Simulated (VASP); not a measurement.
Consider the following.

```
BaPd2As2
1.0
   -2.22467     2.22467     5.24772
    2.22467    -2.22467     5.24772
    2.22467     2.22467    -5.24772
Ba As Pd
1 2 2
Direct
  0.00000   0.00000   0.00000
  0.63150   0.63150   0.00000
  0.36850   0.36850   0.00000
  0.25000   0.75000   0.50000
  0.75000   0.25000   0.50000
```

The numbers are results of PBEsol GGA, VASP's PBE PAW potentials (set 64) (plane waves; VASP), not measurements. Run with 400 eV cut-off, 11×11×11 Γ-centred mesh, tetrahedra with Blöchl corrections, potentials Ba_sv As Pd.

The cores are frozen, which limits the accuracy of field gradients.

Problem. Give the principal components of the electric field gradient (V/Å²) and the asymmetry η at each nucleus.

Solution. 
```
atom    Vxx    Vyy    Vzz     η
----  -----  -----  -----  ----
Ba1    13.0   13.0  -26.1  0.00
As2   -67.6  -67.6  135.2  0.00
As3   -67.6  -67.6  135.2  0.00
Pd4   -17.5  -17.5   35.0  0.00
Pd5   -17.5  -17.5   35.0  0.00
```

The structure comes from a computed database's BaPd2As2 entry (I4/mmm); how it stands against other phases isn't given here. It was relaxed first, which changed the volume by -5 %.
